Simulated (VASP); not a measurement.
A run of VASP 6.6.1 is set up as follows.

Contents of INCAR:

```
PREC = Accurate
ENCUT = 520
EDIFF = 1E-6
ISMEAR = 1
SIGMA = 0.15
LREAL = F
LASPH = T
NELM = 60
ALGO = Fast
ISIF = 2
LWAVE = F
LCHARG = F
GGA = PS
NBANDS = 54
```

File KPOINTS:

```
Automatic mesh
0
Gamma
  3 3 2
```

The input POSCAR:

```
Ca2Pb5
1.0
    4.8560217700      0.0000000000      0.0000000000
    0.0000000000      4.8560217700      0.0000000000
    0.0000000000      0.0000000000      9.7120435400
Ca Pb
2 5
Direct
   -0.0033653062     -0.0004499568      0.0083326439
   -0.0184741758      0.0032316577      0.5030464474
    0.1045707833      0.5032718377      0.2811429941
    0.5269416245      0.0038756004      0.2568775551
    0.4944724537      0.4999322728     -0.0054999753
   -0.0031653482      0.5014602725      0.7440439255
    0.4838495607      0.0040106904      0.7469410501
```

Potentials or basis: VASP PAW PBE potentials, release 64 (Ca_sv, Pb_d).

The run is started by

```console
$ cat potpaw_PBE.64/Ca_sv/POTCAR potpaw_PBE.64/Pb_d/POTCAR > POTCAR
$ mpirun -np 1 vasp_std > vasp.out
```

Task: Predict the pressure.

Result: -1.9 GPa.

Task: Predict the band gap on the k mesh.

Result: None (metal or under the smearing width).

Task: What does it give for the largest force?

Result: 0.335 eV/Å.

Stress tensor (GPa, compression positive):
```
-2.03 -0.02 -0.30
-0.02 -1.29  0.02
-0.30  0.02 -2.27
```

Caveat: the k mesh is coarse (spacing up to 0.43 Å⁻¹), so the values aren't converged; the PAW data sets were made with another functional, which shifts forces and pressure a little. Spin-orbit coupling is left out, which matters for the levels of Pb.
